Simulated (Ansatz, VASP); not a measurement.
# Zn11Si15O41 (glassy 58SiO2-42ZnO (mol %)) in two plane-wave programs, part 2 of 3

Aim: how closely do two programs agree when they are given the same cell, functional and k mesh? Of the first pair: The cell is taken from a series of runs on this material, whose earlier steps may have relaxed, scaled, displaced or heated it; both programs get it as it stands.

VASP 6.6.1 and Ansatz 0.2.0.

So far. Step 2 (VASP: single point, PBE, pair 1): The run ends at a pressure of 4.92 GPa, with forces up to 4.8 eV/Å.

## (5) Ansatz: relaxation, PBE

Level of this step: Ansatz beside VASP: Kohn-Sham DFT, plane waves, PBE (Ansatz).

The two programs are compared at the cell with which this relaxation starts, whose forces are those of its first step.

The structure compared here is the start of the Ansatz relaxation; VASP solves that cell, so the two are compared at the walk's first step.

Input file input.yaml:

```yaml
crystal:
  lattice:
    - [9.73934, 0.22175, 0.33712]
    - [0.22361, 9.92512, -0.29577]
    - [0.33416, -0.2924, 9.69813]
  atoms:
    - { symbol: Si, position: [0.17024, 0.68966, 0.09288] }
    - { symbol: Si, position: [0.12425, 0.95549, 0.56898] }
    - { symbol: Si, position: [0.06348, 0.15214, 0.33222] }
    - { symbol: Si, position: [0.83194, 0.09526, 0.15576] }
    - { symbol: Si, position: [0.4787, 0.2755, 0.90178] }
    - { symbol: Si, position: [0.66017, 0.3435, 0.14384] }
    - { symbol: Si, position: [0.95762, 0.35077, 0.77108] }
    - { symbol: Si, position: [0.44565, 0.29146, 0.38989] }
    - { symbol: Si, position: [0.4404, 0.85592, 0.14218] }
    - { symbol: Si, position: [0.99557, 0.72888, 0.37712] }
    - { symbol: Si, position: [0.48466, 0.56336, 0.8148] }
    - { symbol: Si, position: [0.27352, 0.09457, 0.07349] }
    - { symbol: Si, position: [0.6513, 0.77379, 0.92198] }
    - { symbol: Si, position: [0.95811, 0.43717, 0.47996] }
    - { symbol: Si, position: [0.6344, 0.49661, 0.54025] }
    - { symbol: Zn, position: [0.04688, 0.08731, 0.85671] }
    - { symbol: Zn, position: [0.26803, 0.83573, 0.8165] }
    - { symbol: Zn, position: [0.78128, 0.54629, 0.99595] }
    - { symbol: Zn, position: [0.66599, 0.67666, 0.29305] }
    - { symbol: Zn, position: [0.19179, 0.44267, 0.26941] }
    - { symbol: Zn, position: [0.69832, 0.80088, 0.5763] }
    - { symbol: Zn, position: [0.19237, 0.39998, 0.93261] }
    - { symbol: Zn, position: [0.9453, 0.84195, 0.98696] }
    - { symbol: Zn, position: [0.71704, 0.12117, 0.67846] }
    - { symbol: Zn, position: [0.43286, 0.05918, 0.61741] }
    - { symbol: Zn, position: [0.59671, 0.00708, 0.35869] }
    - { symbol: O, position: [0.58055, 0.62042, 0.93966] }
    - { symbol: O, position: [0.44221, 0.13608, 0.43487] }
    - { symbol: O, position: [0.11826, 0.74238, 0.94851] }
    - { symbol: O, position: [0.84563, 0.23946, 0.73827] }
    - { symbol: O, position: [0.12972, 0.07789, 0.4577] }
    - { symbol: O, position: [0.53253, 0.29264, 0.239] }
    - { symbol: O, position: [0.40221, 0.42274, 0.86239] }
    - { symbol: O, position: [0.91612, 0.03403, 0.01103] }
    - { symbol: O, position: [0.69045, 0.02413, 0.18634] }
    - { symbol: O, position: [0.37677, 0.6734, 0.7749] }
    - { symbol: O, position: [0.52885, 0.82084, 0.2709] }
    - { symbol: O, position: [0.27585, 0.94077, 0.63786] }
    - { symbol: O, position: [0.59982, 0.64378, 0.48609] }
    - { symbol: O, position: [0.53801, 0.37474, 0.49736] }
    - { symbol: O, position: [0.36366, 0.00427, 0.1702] }
    - { symbol: O, position: [0.01634, 0.31085, 0.37429] }
    - { symbol: O, position: [0.7928, 0.44932, 0.48656] }
    - { symbol: O, position: [0.03149, 0.5641, 0.39962] }
    - { symbol: O, position: [0.61264, 0.31868, 0.98346] }
    - { symbol: O, position: [0.29789, 0.36505, 0.38925] }
    - { symbol: O, position: [0.83198, 0.75962, 0.39806] }
    - { symbol: O, position: [0.69317, 0.50364, 0.17474] }
    - { symbol: O, position: [0.09173, 0.81547, 0.47719] }
    - { symbol: O, position: [0.61292, 0.506, 0.70795] }
    - { symbol: O, position: [0.92937, 0.07186, 0.28704] }
    - { symbol: O, position: [0.51774, 0.17099, 0.77053] }
    - { symbol: O, position: [0.70766, 0.81051, 0.77226] }
    - { symbol: O, position: [0.01283, 0.42761, 0.63115] }
    - { symbol: O, position: [0.80654, 0.2602, 0.14797] }
    - { symbol: O, position: [0.17697, 0.52128, 0.09581] }
    - { symbol: O, position: [0.92758, 0.46815, 0.89195] }
    - { symbol: O, position: [0.2159, 0.00692, 0.94438] }
    - { symbol: O, position: [0.32265, 0.74054, 0.12405] }
    - { symbol: O, position: [0.15942, 0.1714, 0.18725] }
    - { symbol: O, position: [0.63576, 0.99057, 0.55764] }
    - { symbol: O, position: [0.00871, 0.97663, 0.69601] }
    - { symbol: O, position: [0.77883, 0.74913, 0.02339] }
    - { symbol: O, position: [0.52552, 0.87243, 0.9919] }
    - { symbol: O, position: [0.09969, 0.27371, 0.82279] }
    - { symbol: O, position: [0.05271, 0.74472, 0.21453] }
    - { symbol: O, position: [0.35124, 0.22651, 0.00756] }
kpoints:
  mp_grid: { grid: [1, 1, 1] }
hamiltonian:
  xc: pbe
  pseudopotentials: { kind: paw, azcp: { folder: soft_1 } }
scf:
  occupations: { method: fermi_dirac, width: 0.05 }
output:
  forces: true
  eigenvalues: true
  stress: true
relax:
  f_tol: 0.05
  max_steps: 70
```

Command:

```sh
> ansatz run input.yaml --threads 4 --pin off --max-ram 8192MiB --backend cpu --events-out ev --progress --plain --runs-dir out
```

Numbers of over 12 decimals in the logs are rounded to 6 here.

Log:

```text
Warning: output.stress: scf.convergence.dr2_threshold = 1e-7 eV (the SCF's general default) is looser than the 6.7e-9 eV advised for a printed stress (1e-10 eV for each atom of the cell: 67). What an SCF threshold leaves in a stress goes as its square root, and in the free energy as the threshold itself, and one threshold admits the most on a small cell: [figures from the program's tests cut] Every solve of this run  [...]
[...]
Crystal: 67 atoms, lattice volume = 934.976 Å³
[...]
- { symbol: O, position: [0.118977, 0.743828, 0.949112] }
    - { symbol: O, position: [0.846741, 0.239507, 0.739142] }
    - { symbol: O, position: [0.131207, 0.076792, 0.455301] }
    - { symbol: O, position: [0.530438, 0.293804, 0.238908] }
    - { symbol: O, position: [0.401203, 0.423768, 0.862235] }
    - { symbol: O, position: [0.916037, 0.032155, 0.010007] }
[...]
- { symbol: O, position: [0.523585, 0.871445, 0.992219] }
    - { symbol: O, position: [0.101473, 0.271671, 0.821600] }
    - { symbol: O, position: [0.052498, 0.745025, 0.215438] }
    - { symbol: O, position: [0.350928, 0.226842, 0.00687683] }
[key lines of the parts left out:]
P = ⅓ Tr σ = 0.0581 GPa (0.581 kbar)
```

## (6) VASP: single point, PBE, start cell, pair 2

The same cell, functional, mesh and smearing now go to VASP, with its own data sets.

Input file INCAR:

```
SYSTEM = Zn11Si15O41
PREC = Accurate
ENCUT = 520
EDIFF = 1E-06
NELM = 120
ISMEAR = -1
SIGMA = 0.05
LREAL = Auto
ALGO = Normal
GGA = PE
NBANDS = 272
LORBIT = 11
LWAVE = .FALSE.
LCHARG = .FALSE.
ISIF = 2
LASPH = .TRUE.
GGA_COMPAT = .FALSE.
EFERMI = MIDGAP
NCORE = 2
```

Input file POSCAR:

```
Zn11Si15O41
1.0
    9.7393400000      0.2217500000      0.3371200000
    0.2236100000      9.9251200000     -0.2957700000
    0.3341600000     -0.2924000000      9.6981300000
Si Zn O
15 11 41
Direct
    0.1702421593      0.6896649867      0.0928828729
    0.1242501243      0.9554863349      0.5689774205
    0.0634813962      0.1521355542      0.3322183024
    0.8319402754      0.0952595421      0.1557631429
    0.4787035657      0.2754957779      0.9017823890
    0.6601706125      0.3434985977      0.1438359625
    0.9576215106      0.3507676070      0.7710778440
    0.4456505414      0.2914604289      0.3898862503
    0.4403990858      0.8559206520      0.1421808443
    0.9955702687      0.7288780413      0.3771194663
    0.4846585551      0.5633558552      0.8147999325
    0.2735189181      0.0945718621      0.0734948719
    0.6512949833      0.7737904245      0.9219818077
    0.9581102023      0.4371714451      0.4799589289
    0.6343986000      0.4966077150      0.5402498428
    0.0468816336      0.0873145178      0.8567136426
    0.2680346966      0.8357287288      0.8165000499
    0.7812784741      0.5462874436      0.9959539456
    0.6659863753      0.6766572854      0.2930479998
    0.1917880139      0.4426693559      0.2694099522
    0.6983160226      0.8008829518      0.5763029422
    0.1923662734      0.3999787695      0.9326077504
    0.9453032305      0.8419510711      0.9869576138
    0.7170395055      0.1211651504      0.6784615857
    0.4328584025      0.0591774189      0.6174053844
    0.5967095192      0.0070790969      0.3586909096
    0.5805496238      0.6204177832      0.9396642527
    0.4422120794      0.1360786344      0.4348745007
    0.1182565630      0.7423811460      0.9485135195
    0.8456275416      0.2394583126      0.7382708448
    0.1297150437      0.0778898775      0.4576973039
    0.5325308750      0.2926407044      0.2389973668
    0.4022136324      0.4227426024      0.8623869055
    0.9161201773      0.0340322437      0.0110251443
    0.6904509415      0.0241285735      0.1863422832
    0.3767691012      0.6733955250      0.7748972013
    0.5288478427      0.8208402807      0.2708970436
    0.2758489976      0.9407685732      0.6378607945
    0.5998158520      0.6437831170      0.4860938977
    0.5380145853      0.3747383707      0.4973598922
    0.3636559026      0.0042747290      0.1702048394
    0.0163376062      0.3108496532      0.3742919788
    0.7927989175      0.4493212316      0.4865605400
    0.0314934961      0.5641003841      0.3996158933
    0.6126398295      0.3186773354      0.9834599099
    0.2978947109      0.3650494880      0.3892548793
    0.8319791215      0.7596180299      0.3980556482
    0.6931669873      0.5036397642      0.1747430771
    0.0917305998      0.8154651587      0.4771915730
    0.6129248914      0.5059978771      0.7079539821
    0.9293662306      0.0718624461      0.2870395439
    0.5177438691      0.1709897941      0.7705332717
    0.7076562319      0.8105076290      0.7722580304
    0.0128322304      0.4276121530      0.6311473289
    0.8065402896      0.2602000690      0.1479727032
    0.1769749520      0.5212805326      0.0958140742
    0.9275847570      0.4681469386      0.8919509686
    0.2158952779      0.0069181277      0.9443844905
    0.3226456436      0.7405377179      0.1240505687
    0.1594154956      0.1714035580      0.1872478383
    0.6357573403      0.9905748709      0.5576390309
    0.0087106392      0.9766312680      0.6960127055
    0.7788280649      0.7491328373      0.0233872408
    0.5255245329      0.8724324215      0.9918999340
    0.0996938276      0.2737072529      0.8227921889
    0.0527127386      0.7447202838      0.2145254188
    0.3512379020      0.2265083495      0.0075566169
```

Input file KPOINTS:

```
Automatic mesh
0
Gamma
1 1 1
0 0 0
```

The projector-augmented-wave data sets are Si, Zn and O (PBE family, release 64).

Command:

```sh
> mpirun -np 8 vasp_gam
```

Log:

```text
[... set-up lines as in an earlier step ...]
 entering main loop
       N       E                     dE             d eps       ncg     rms          rms(c)
DAV:   1     0.742652683999E+04    0.74265E+04   -0.21166E+05   544   0.197E+03
DAV:   2     0.916948997468E+03   -0.65096E+04   -0.62173E+04   600   0.553E+02
DAV:   3    -0.404312361397E+03   -0.13213E+04   -0.12735E+04   576   0.252E+02
DAV:   4    -0.515166425144E+03   -0.11085E+03   -0.10966E+03   640   0.805E+01
[...]
DAV:  19    -0.446632475749E+03    0.89466E-06   -0.46541E-05   760   0.331E-02    0.110E-02
DAV:  20    -0.446632475819E+03   -0.70002E-07   -0.21980E-05   736   0.326E-02    0.517E-03
DAV:  21    -0.446632476070E+03   -0.25088E-06   -0.38715E-06   496   0.114E-02
   1 F= -.44663248E+03 E0= -.44663248E+03  d E =-.186347E-11
```

From OUTCAR (step 6):

```text
  Total        1.9856428      2.3436452      2.5869497    -11.9346256     -0.4475501     -0.8589346
  in kB        3.4026029      4.0160767      4.4330040    -20.4512065     -0.7669231     -1.4718727
  external PRESSURE =       3.9505612 kB  Pullay stress =       0.0000000 kB

 POSITION                                       TOTAL-FORCE (eV/Angst)
 -----------------------------------------------------------------------------------
      1.84330      6.85560      0.75420         0.400882      0.039731      0.074290
      1.61390      9.34450      5.27730         0.032749     -0.170572     -0.198443
      0.76330      1.42690      3.19830        -0.259190     -0.153915     -0.297553
      8.17590      1.08440      1.76290        -0.293105     -0.280771      0.163744
      5.02520      2.57680      8.82550         0.086628     -0.042663      0.353572
      6.55450      3.51360      1.51590        -0.470258      0.322766      0.018606
      9.66270      3.46830      7.69710        -0.317088     -0.203290     -0.317067
      4.53580      2.87760      3.84520         0.535658      0.010666      0.170099
      4.52810      8.55120      1.27420        -0.190371     -0.537715     -0.133903
      9.98520      7.34470      3.77740         0.314950      0.233042      0.121628
      5.11850      5.46060      7.89880         0.280102     -0.430664      0.424397
      2.70960      0.97780      0.77700        -0.005052      0.287403     -0.455576
      6.82430      7.55480      8.93220         0.180099     -0.280327     -0.245113
      9.58950      4.41110      4.84840         0.070483      0.231571     -0.045394
[...]
-----------------------------------------------------------------------------------
    total drift:                                0.012583     -0.030144     -0.018539

  FREE ENERGIE OF THE ION-ELECTRON SYSTEM (eV)
  ---------------------------------------------------
  free  energy   TOTEN  =      -446.6324760698 eV

  energy  without entropy=     -446.6324760698  energy(sigma->0) =     -446.63247607

[... 1 part as in an earlier step ...]

[... 2 further parts left out ...]
[key lines of the parts left out:]
E-fermi :   2.1976
```

The run ends at a pressure of 0.40 GPa, with forces up to 0.67 eV/Å.

## (7) Side by side

Forces on 10 of the 67 atoms, those with the largest forces and the largest differences (eV/Å; atoms numbered as in POSCAR):

| atom | Ansatz x, y, z | VASP x, y, z |
| --- | --- | --- |
| Si2 | -0.002, -0.162, -0.127 | 0.033, -0.171, -0.198 |
| Si6 | -0.462, 0.321, 0.040 | -0.470, 0.323, 0.019 |
| Si7 | -0.337, -0.208, -0.284 | -0.317, -0.203, -0.317 |
| Si8 | 0.519, 0.022, 0.160 | 0.536, 0.011, 0.170 |
| Si9 | -0.161, -0.535, -0.139 | -0.190, -0.538, -0.134 |
| Si11 | 0.276, -0.375, 0.407 | 0.280, -0.431, 0.424 |
| Si12 | -0.014, 0.223, -0.485 | -0.005, 0.287, -0.456 |
| Si15 | -0.395, -0.345, -0.059 | -0.367, -0.401, -0.057 |
| O46 | -0.325, 0.148, 0.074 | -0.290, 0.122, 0.141 |
| O62 | -0.039, 0.065, 0.087 | -0.111, 0.042, 0.092 |

The forces differ by 23 meV/Å r.m.s., which is 13.3 % of the r.m.s. force of 0.175 eV/Å (both taken over all components).

## (8) Ansatz: relaxation, PBE

The two programs are compared at the cell with which this relaxation starts, whose forces are those of its first step. The cell compared in this pair holds 944.42 Å³, against 934.98 Å³ for the pair before.

The structure compared here is the start of the Ansatz relaxation; VASP solves that cell, so the two are compared at the walk's first step.

Edit input.yaml of step 5 so:

```diff
@@ -2,5 +2,5 @@
   lattice:
-    - [9.73934, 0.22175, 0.33712]
-    - [0.22361, 9.92512, -0.29577]
-    - [0.33416, -0.2924, 9.69813]
+    - [9.83548, 0.12437, 0.33712]
+    - [0.12561, 9.92388, -0.29577]
+    - [0.34049, -0.29577, 9.69813]
   atoms:
```

Command:

```sh
> ansatz run input.yaml --threads 4 --pin off --max-ram 8192MiB --backend cpu --events-out ev --progress --plain --runs-dir out
```

Log:

```text
[...]
Crystal: 67 atoms, lattice volume = 944.421 Å³
Basis set: ecut = 420 eV, 18485 PW (Γ), exchange–correlation on 144×144×144 points (8 copies of the dense FFT grid, shifted against one another)
Bands: 286, of which v1, the nominal top of the filled ones, is band 219 counted from 1 (218 counted from 0)
Symmetry: 1 space group operations
[...]
k-points: 1
[...]
- { symbol: O, position: [0.118684, 0.742757, 0.949642] }
    - { symbol: O, position: [0.846609, 0.236808, 0.739425] }
    - { symbol: O, position: [0.129365, 0.077653, 0.457601] }
    - { symbol: O, position: [0.532356, 0.291038, 0.236957] }
    - { symbol: O, position: [0.402275, 0.423590, 0.862849] }
    - { symbol: O, position: [0.916898, 0.032804, 0.012276] }
[...]
- { symbol: O, position: [0.526014, 0.871747, 0.992732] }
    - { symbol: O, position: [0.097006, 0.274928, 0.825973] }
    - { symbol: O, position: [0.053538, 0.744242, 0.215212] }
    - { symbol: O, position: [0.350592, 0.227008, 0.00731036] }
[key lines of the parts left out:]
P = ⅓ Tr σ = -0.5415 GPa (-5.415 kbar)
```

[end of part 2 of 3]

[Lines on the potential files, build, host, timing and source positions are cut from VASP's logs without a mark.]

[Logs are printed without paths, hosts, clocks, repeated set-up lines and the standing remarks that a program may print on its own settings, such as how far it seeks lower states.]

[Hosts, paths, dates, database ids (printed as entryN), source tags and the programs' standing remarks are cut or masked in the printed files.]
